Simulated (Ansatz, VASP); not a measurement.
# Zn6In6Ga6O19 (amorphous InGaZnO3.17): VASP beside Ansatz, part 3 of 3

Wanted: the spread between two codes on one cell, functional and k mesh. Of the first pair: The structure shown is the start of the Ansatz relaxation below; VASP solves that cell, so the two are compared at the walk's first step.

VASP 6.6.1 and Ansatz 0.2.0.

So far. Step 3 (VASP: single point, PBE, start cell, pair 1): The run ends at a pressure of 2.71 GPa, with forces up to 1.5 eV/Å.

### Step 6. VASP: single point, PBE, relaxed cell, pair 2

Level of this step: PBE; plane waves and PAW (In_d, Ga_d, Zn, O) (VASP).

The same cell, functional, mesh and smearing now go to VASP, with its own data sets.

INCAR reads:

```
SYSTEM = Zn6In6Ga6O19
PREC = Accurate
ENCUT = 600
EDIFF = 1E-06
NELM = 120
ISMEAR = -1
SIGMA = 0.025
LREAL = Auto
ALGO = Normal
GGA = PE
NBANDS = 400
LORBIT = 11
LWAVE = .FALSE.
LCHARG = .FALSE.
ISIF = 2
LASPH = .TRUE.
GGA_COMPAT = .FALSE.
EFERMI = MIDGAP
NCORE = 2
```

POSCAR reads:

```
Zn6In6Ga6O19
1.0
    9.8364140000      0.2067100000     -0.0755630000
    0.2067100000     10.1698030000     -0.1547630000
   -0.0755630000     -0.1547630000     11.0185710000
In Ga Zn O
12 12 12 38
Direct
    0.8804000000      0.3378200000      0.7792100000
    0.4453400000      0.3037700000      0.2413900000
    0.5323400000      0.5993100000      0.4120000000
    0.3667300000      0.5047000000      0.9568000000
    0.8009300000      0.0162700000      0.4044500000
    0.7421000000      0.6897600000      0.6066800000
    0.9211300000      0.6029500000      0.3417200000
    0.9719900000      0.5389400000      0.0385300000
    0.1600400000      0.8216900000      0.8657100000
    0.1569000000      0.9165800000      0.3879000000
    0.0071900000      0.2461900000      0.2516300000
    0.7122000000      0.1134400000      0.0909200000
    0.4441900000      0.9158900000      0.6465500000
    0.2154500000      0.0322900000      0.6098300000
    0.9956900000      0.0340100000      0.9000700000
    0.9953700000      0.2177600000      0.5877600000
    0.5584800000      0.2538200000      0.9463400000
    0.4957200000      0.8443000000      0.9386300000
    0.9837400000      0.8749200000      0.1456600000
    0.6802100000      0.7951100000      0.1846600000
    0.0926100000      0.6462800000      0.5637100000
    0.3035900000      0.3695900000      0.6396400000
    0.1797400000      0.2788300000      0.9725200000
    0.5216400000      0.1547600000      0.4880800000
    0.4797700000      0.9663400000      0.2765700000
    0.6755600000      0.0503900000      0.7451800000
    0.2441500000      0.0278500000      0.1005700000
    0.3476800000      0.7597800000      0.1581400000
    0.5941900000      0.3861500000      0.6883200000
    0.8242400000      0.8071100000      0.9024800000
    0.9732200000      0.9415700000      0.6345500000
    0.7188800000      0.4376300000      0.1411600000
    0.7689000000      0.3732800000      0.4443200000
    0.2243100000      0.5409700000      0.2833200000
    0.7392900000      0.5264800000      0.8929400000
    0.3875100000      0.6372800000      0.6993800000
    0.0877900000      0.7770700000      0.6856100000
    0.8644100000      0.7585700000      0.2212400000
    0.6900100000      0.1978400000      0.4259800000
    0.5223200000      0.9452900000      0.8077700000
    0.8565600000      0.9694000000      0.7933500000
    0.3803100000      0.4678700000      0.3702900000
    0.8392200000      0.8592300000      0.5212200000
    0.4129000000      0.9268900000      0.0804800000
    0.8245800000      0.2716700000      0.1577300000
    0.4212000000      0.4618700000      0.7681700000
    0.0459100000      0.4692700000      0.2293600000
    0.2315000000      0.5370900000      0.6182900000
    0.1496900000      0.4563800000      0.9475400000
    0.1219100000      0.6924500000      0.3961200000
    0.0330400000      0.2081400000      0.8864700000
    0.6574200000      0.7847200000      0.0166800000
    0.5858000000      0.0136500000      0.5809400000
    0.5210700000      0.7663300000      0.2765900000
    0.3224200000      0.5822500000      0.1301000000
    0.6777600000      0.9788000000      0.2370300000
    0.1900200000      0.2276100000      0.6195600000
    0.1730000000      0.2015400000      0.1279600000
    0.8943500000      0.9962500000      0.0414900000
    0.1735700000      0.8742500000      0.1858000000
    0.4929500000      0.7378600000      0.5904800000
    0.7365300000      0.6826400000      0.7946100000
    0.4023400000      0.1145400000      0.3592500000
    0.6573100000      0.2376600000      0.7968800000
    0.7228900000      0.5145700000      0.3082800000
    0.9218400000      0.5791800000      0.5323800000
    0.9608400000      0.2915300000      0.4337400000
    0.6574200000      0.4949600000      0.5561200000
    0.4618400000      0.2915500000      0.5842600000
    0.0044900000      0.7509800000      0.9932600000
    0.3597700000      0.7199900000      0.8809500000
    0.5925200000      0.4410200000      0.9939400000
    0.3673400000      0.2767200000      0.9425300000
    0.9769900000      0.0216300000      0.2906800000
```

KPOINTS reads:

```
Automatic mesh
0
Gamma
1 1 1
0 0 0
```

Potentials, in the order of the species: In_d, Ga_d, Zn and O (PBE family, release 64).

On the command line:

```bash
> mpirun -np 8 vasp_gam
```

Numbers of over 12 decimals in the logs are rounded to 6 here.

What it wrote:

```text
[... set-up lines as in an earlier step ...]
 entering main loop
       N       E                     dE             d eps       ncg     rms          rms(c)
DAV:   1     0.166902757517E+05    0.16690E+05   -0.30949E+05   808   0.328E+03
DAV:   2     0.448605095772E+04   -0.12204E+05   -0.11567E+05   800   0.100E+03
DAV:   3     0.448275016832E+03   -0.40378E+04   -0.38265E+04   928   0.403E+02
DAV:   4    -0.334924939583E+03   -0.78320E+03   -0.75137E+03   920   0.177E+02
[...]
DAV:  20    -0.363458266095E+03    0.16319E-05   -0.30705E-05  1064   0.234E-02    0.148E-02
DAV:  21    -0.363458264585E+03    0.15105E-05   -0.13646E-05  1080   0.164E-02    0.105E-02
DAV:  22    -0.363458264167E+03    0.41728E-06   -0.28009E-06   600   0.126E-02
   1 F= -.36345826E+03 E0= -.36345826E+03  d E =-.954998E-08
```

OUTCAR, selected parts (step 6):

```text
  FREE ENERGIE OF THE ION-ELECTRON SYSTEM (eV)
  ---------------------------------------------------
  free  energy   TOTEN  =      -363.4582641672 eV

  energy  without entropy=     -363.4582641577  energy(sigma->0) =     -363.45826416

[... 1 part as in an earlier step ...]
```

The run ends at a pressure of 0.28 GPa, with forces up to 0.10 eV/Å.

### Step 7. Side by side

What differs besides the data sets and the points named for the pairs above, as far as they apply: the cutoff is 420 eV in Ansatz and 600 eV in VASP (PREC = Accurate, projectors in real space). Total energies have different zeros and are not compared.

Compared:

```csv
quantity,Ansatz,VASP,difference
pressure (GPa),-0.01,0.28,-0.29
gap on the k mesh (eV),0.961,0.959,+0.003
```

Forces on 7 of the 74 atoms, those with the largest forces and the largest differences (eV/Å; atoms numbered as in POSCAR):

```csv
atom,"Ansatz x, y, z","VASP x, y, z"
Ga13,"-0.010, -0.004, 0.001","-0.074, 0.012, -0.003"
Ga17,"0.016, -0.010, -0.017","0.023, -0.066, 0.020"
O46,"-0.008, -0.009, 0.005","-0.010, -0.044, 0.066"
O55,"0.000, -0.002, -0.013","-0.004, -0.092, -0.041"
O58,"-0.010, -0.010, 0.003","-0.035, 0.055, 0.045"
O61,"-0.005, 0.011, 0.003","0.048, 0.011, -0.058"
O63,"0.002, 0.003, -0.010","-0.072, 0.069, 0.014"
```

The forces differ by 26 meV/Å r.m.s., where the r.m.s. force is 0.008 eV/Å in Ansatz and 0.028 eV/Å in VASP: the atoms lie near their places of rest in Ansatz, so a percentage would say little (all taken over all components). A gap on the mesh is an upper bound, since the band edges may lie between its points.

### Step 8. What came out

```
r.m.s. force difference (single point, PBE, start cell, pair 1)   : 6.4 % of the r.m.s. force
r.m.s. force difference (single point, PBE, relaxed cell, pair 2) : 26 meV/Å
```

In words: The r.m.s. force difference is 26 meV/Å (single point, PBE, relaxed cell, pair 2), beyond the 12 meV/Å picked in this series as the mark of a large difference. What causes the difference of the single point, PBE, start cell, pair 1 pair stays open here. What causes the difference of the single point, PBE, relaxed cell, pair 2 pair stays open here. Such differences can come from data sets, numerical settings and the points named under the comparisons, not from the functional's error against experiment.

[Lines on the potential files, build, host, timing and source positions are cut from VASP's logs without a mark.]

[Logs are printed without paths, hosts, clocks, repeated set-up lines and the standing remarks that a program may print on its own settings, such as how far it seeks lower states.]

[Hosts, paths, dates, database ids (printed as entryN), source tags and the programs' standing remarks are cut or masked in the printed files.]
